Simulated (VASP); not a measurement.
A convergence study with VASP on WSe₂ (atoms displaced from the space group 194 structure): one setting is varied, all else stays as given below, so the limit is that of these other settings. The cell's lengths are 1 % over those of the tabulated start and one atom is moved, so it is off equilibrium.

```
WSe2
1.0
    1.65640    -2.86897     0.00000
    1.65640     2.86897     0.00000
    0.00000     0.00000    13.08960
W Se
2 4
Direct
  0.33333   0.66667   0.25000
  0.66667   0.33333   0.75000
  0.33333   0.66667   0.87900
  0.66667   0.33333   0.37900
  0.66667   0.33333   0.12100
  0.35163   0.68496   0.62100
```

The numbers are results of LDA (Ceperley-Alder, Perdew-Zunger), VASP's LDA PAW potentials (set 64) (plane waves; VASP 6.6.1), not measurements. The tightest run used: 1000 eV cut-off, 9×9×2 Γ-centred mesh, Gaussian smearing of 0.050 eV, potentials W_sv Se.

Unless said otherwise, spin-orbit coupling is left out, though it shifts the bands of the heavy elements here. Gaps are read on the run's mesh, which can miss a band edge.

The settings run are ENCUT = 150; ENCUT = 250; ENCUT = 350; ENCUT = 450; ENCUT = 550; ENCUT = 600; ENCUT = 650; ENCUT = 700; ENCUT = 750; ENCUT = 800; ENCUT = 850; ENCUT = 1000. From which on does the stress (every component) stay within 0.2 GPa of the tightest run?

From ENCUT = 350 on: it is off by 0.12 there and by no more than 0.2 in any finer run, while ENCUT = 250 is off by 0.39.
```tsv
setting	E (eV/atom)	pressure (GPa)	largest force (eV/Å)	gap on the mesh (eV)	plane waves	difference judged (GPa)
ENCUT = 150	-8.0506	-37.52	1.067	1.062	549	31.29
ENCUT = 250	-8.0593	-6.62	0.779	1.011	1150	0.39
ENCUT = 350	-8.0597	-6.36	0.784	1.010	1878	0.12
ENCUT = 450	-8.0601	-6.27	0.785	1.011	2713	0.03
ENCUT = 550	-8.0602	-6.25	0.786	1.011	3665	0.01
ENCUT = 600	-8.0603	-6.24	0.786	1.011	4205	0.00
ENCUT = 650	-8.0603	-6.24	0.786	1.011	4714	0.00
ENCUT = 700	-8.0603	-6.24	0.786	1.011	5277	0.00
ENCUT = 750	-8.0603	-6.24	0.786	1.011	5861	0.00
ENCUT = 800	-8.0603	-6.24	0.786	1.011	6456	0.00
ENCUT = 850	-8.0603	-6.24	0.786	1.011	7030	0.00
ENCUT = 1000	-8.0603	-6.24	0.786	1.011	8984	0.00
```

Left out are rungs that failed or repeat a setting and relaxations that didn't move; long series are thinned to 24 rows.

The compound is WSe2 in the 2H layered structure. The cell was not relaxed at this level, it is distorted from the ideal structure.
